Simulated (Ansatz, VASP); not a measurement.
# Cross-check of SnO2 (1T-SnO2 monolayer) between VASP and Ansatz, part 2 of 2

Wanted: the spread between two codes on one cell, functional and k mesh. The cell is taken from a series of runs on this material, whose earlier steps may have relaxed, scaled, displaced or heated it; both programs get it as it stands.

VASP 6.6.1 and Ansatz 0.2.0.

So far: Set-up; Ansatz: single point, PBE with D3(BJ); VASP: single point, PBE with D3(BJ); Differences.

## 5. Ansatz: single point, PBE, spin-orbit coupling

Level of this step: Ansatz beside VASP: Kohn-Sham DFT, plane waves, PBE, spin-orbit coupling (Ansatz).

With cell and atoms fixed, the geometry can't cause a difference; cores, projectors, grids and the points listed under the comparison can.

The cell is taken from a series of runs on this material, whose earlier steps may have relaxed, scaled, displaced or heated it; both programs get it as it stands.

input.yaml

```yaml
crystal:
  lattice:
    - [3.2155122495, 0.0, 0.0]
    - [-1.6077561247, 2.7847152942, 0.0]
    - [0.0, 0.0, 20.0311143723]
  atoms:
    - { symbol: O, position: [0.6666666667, 0.3333333333, 0.449301014] }
    - { symbol: Sn, position: [0.0, 0.0, 0.5] }
    - { symbol: O, position: [0.3333333333, 0.6666666667, 0.550698986] }
kpoints:
  mp_grid: { grid: [12, 12, 1] }
  band_path: { path: [[0, 0, 0], [0.12, 0, 0]], npoints: 24 }
hamiltonian:
  xc: pbe
  pseudopotentials: { kind: paw_fr }
magnetization:
  noncollinear: true
  spin_orbit: true
scf:
  occupations: { method: fermi_dirac, width: 0.02585 }
  convergence: { dr2_threshold: 1.0e-09 }
efield:
  axis: 3
  dipole_correction: true
  ramp_position: 0.97
  ramp_width: 0.06
  amplitude: 0
output:
  write_potential: true
  write_density: true
  volumetric_format: npy
```

Command:

```sh
ansatz run input.yaml --threads 2 --pin off --max-ram 3072MiB --backend cpu --events-out ev --progress --plain --runs-dir out
```

Numbers of over 12 decimals in the logs are rounded to 6 here.

The log of the run:

```text
[...]
non-collinear run that drives no moment, with spin-orbit: no starting moment large enough to seed its density (crystal.atoms[].spin), no starting occupations that ask for one, no magnetisation constraint and no magnetic field, so the semilocal B_xc is pinned to zero
Crystal: 3 atoms, lattice volume = 179.364 Å³
[...]
k-point 1: bands = [... 22 lower, -5.4955, -5.4955, -5.2445, -5.2445, -1.8579, -1.8579, 1.1401, 1.1401, ... 4 higher]
  k-point 2: bands = [... 22 lower, -5.3848, -5.3848, -5.1211, -5.1211, -1.0727, -1.0727, 1.7309, 1.7309, ... 4 higher]
  k-point 18: bands = [... 22 lower, -5.0428, -5.0428, -5.0321, -5.0321, 1.4296, 1.4296, 4.9066, 4.9066, ... 4 higher]
[key lines of the parts left out:]
SCF converged after 10 iterations
Magnetization: |M| = 0.0000 μB,  M = (+0.0000, +0.0000, +0.0000) μB
Free energy (F): -7160.652045 eV
Fermi energy:    -3.509104 eV
Dipole field:    D = -0.000008 V/Å  (p = -0.000008 e·Å, saw-weighted, corrected)
Work function:   Φ+ = 6.9689 eV   Φ− = 6.9689 eV
```

## 6. VASP: single point, PBE, spin-orbit coupling

The same cell, functional, mesh and smearing now go to VASP, with its own data sets.

INCAR

```
SYSTEM = SnO2
PREC = Accurate
ENCUT = 520
EDIFF = 1E-06
NELM = 200
ISMEAR = -1
SIGMA = 0.02585
LREAL = .FALSE.
ALGO = Normal
GGA = PE
LNONCOLLINEAR = .TRUE.
MAGMOM = 0 0 0 0 0 0 0 0 0
NBANDS = 38
GGA_COMPAT = .FALSE.
LASPH = .TRUE.
LSORBIT = .TRUE.
LORBIT = 11
LWAVE = .FALSE.
LCHARG = .FALSE.
ISIF = 2
LDIPOL = .TRUE.
IDIPOL = 3
DIPOL = 0.5 0.5 0.5
LVHAR = .TRUE.
EFERMI = MIDGAP
NELMDL = -8
KPAR = 2
```

POSCAR

```
SnO2
1.0
    3.2155122495      0.0000000000      0.0000000000
   -1.6077561247      2.7847152942      0.0000000000
    0.0000000000      0.0000000000     20.0311143723
O Sn
2 1
Direct
    0.6666666667      0.3333333333      0.4493010140
    0.3333333333      0.6666666667      0.5506989860
    0.0000000000      0.0000000000      0.5000000000
```

KPOINTS

```
Automatic mesh
0
Gamma
12 12 1
0 0 0
```

PAW data sets: O and Sn_d (PBE family, release 64).

Command:

```sh
mpirun -np 2 vasp_ncl
```

The log of the run:

```text
[... set-up lines as in an earlier step ...]
 entering main loop
       N       E                     dE             d eps       ncg     rms          rms(c)
DAV:   1     0.264594564925E+03    0.26459E+03   -0.11797E+04  1604   0.123E+03
DAV:   2     0.243177074873E+02   -0.24028E+03   -0.22985E+03  1816   0.320E+02
DAV:   3    -0.194281787698E+02   -0.43746E+02   -0.43344E+02  1832   0.159E+02
DAV:   4    -0.211546966904E+02   -0.17265E+01   -0.17177E+01  1894   0.384E+01
[...]
DAV:  24    -0.182178514100E+02   -0.11770E-05   -0.41043E-08  1296   0.200E-03    0.150E-04
DAV:  25    -0.182178524875E+02   -0.10775E-05   -0.32099E-08  1232   0.115E-03    0.232E-04
DAV:  26    -0.182178531518E+02   -0.66423E-06   -0.12429E-08  1216   0.883E-04
   1 F= -.18217853E+02 E0= -.18217853E+02  d E =0.000000E+00  mag=    -0.0000     0.0000     0.0000
```

Parts of OUTCAR (step 6):

```text
  Total        0.5675397      0.5675397      0.0911663      0.0000000      0.0000000      0.0000000
  in kB        5.0695657      5.0695657      0.8143453      0.0000000      0.0000000      0.0000000
  external PRESSURE =       3.6511589 kB  Pullay stress =       0.0000000 kB

 POSITION                                       TOTAL-FORCE (eV/Angst)
 -----------------------------------------------------------------------------------
      1.60776      0.92824      9.00000         0.000000      0.000000     -0.072199
     -0.00000      1.85648     11.03111        -0.000000      0.000000      0.072199
      0.00000      0.00000     10.01556        -0.000000      0.000000      0.000000
 -----------------------------------------------------------------------------------
    total drift:                                0.000000      0.000000      0.000000

  FREE ENERGIE OF THE ION-ELECTRON SYSTEM (eV)
  ---------------------------------------------------
  free  energy   TOTEN  =       -18.2178531518 eV

  energy  without entropy=      -18.2178531518  energy(sigma->0) =      -18.21785315

 magnetization (x)
# of ion       s       p       d       tot
------------------------------------------
    1       -0.000   0.000   0.000   0.000
    2       -0.000   0.000   0.000  -0.000
    3        0.000   0.000   0.000   0.000
--------------------------------------------------
tot         -0.000   0.000   0.000   0.000

 magnetization (y)
# of ion       s       p       d       tot
------------------------------------------
    1       -0.000  -0.000   0.000  -0.000
    2        0.000  -0.000   0.000  -0.000
    3        0.000   0.000   0.000   0.000
--------------------------------------------------
tot          0.000  -0.000   0.000  -0.000

 magnetization (z)
# of ion       s       p       d       tot
------------------------------------------
    1        0.000   0.000   0.000   0.000
    2        0.000   0.000   0.000   0.000
    3        0.000   0.000  -0.000  -0.000
--------------------------------------------------
tot          0.000   0.000  -0.000  -0.000

[... 1 part as in an earlier step ...]

[... 2 further parts left out ...]
[key lines of the parts left out:]
E-fermi :  -4.2412
```

## 7. Differences

What differs besides the data sets and the points named for the pairs above, as far as they apply: spin-orbit coupling enters by fully relativistic files in Ansatz and inside the spheres in VASP. Total energies have different zeros and are not compared.

Compared:

```
              quantity  Ansatz   VASP  difference
gap on the k mesh (eV)   2.685  2.659      +0.026
```

A gap on the mesh is an upper bound, since the band edges may lie between its points. With vacuum in the cell, a pressure given here is an average over mostly empty space and none of the material.

## 8. Results

| Item | Value |
| --- | --- |
| difference in gap on the k mesh (single point, PBE with D3(BJ)) | 0.024 eV |
| difference in gap on the k mesh (single point, PBE, spin-orbit coupling) | 0.026 eV |

What this shows: The difference in gap on the k mesh is 0.026 eV (single point, PBE, spin-orbit coupling), within the 0.08 eV picked in this series as the mark of a large difference. How closely two codes agree says nothing of how well the functional describes the real material.

[Lines on the potential files, build, host, timing and source positions are cut from VASP's logs without a mark.]

[Logs are printed without paths, hosts, clocks, repeated set-up lines and the standing remarks that a program may print on its own settings, such as how far it seeks lower states.]

[Hosts, paths, dates, database ids (printed as entryN), source tags and the programs' standing remarks are cut or masked in the printed files.]
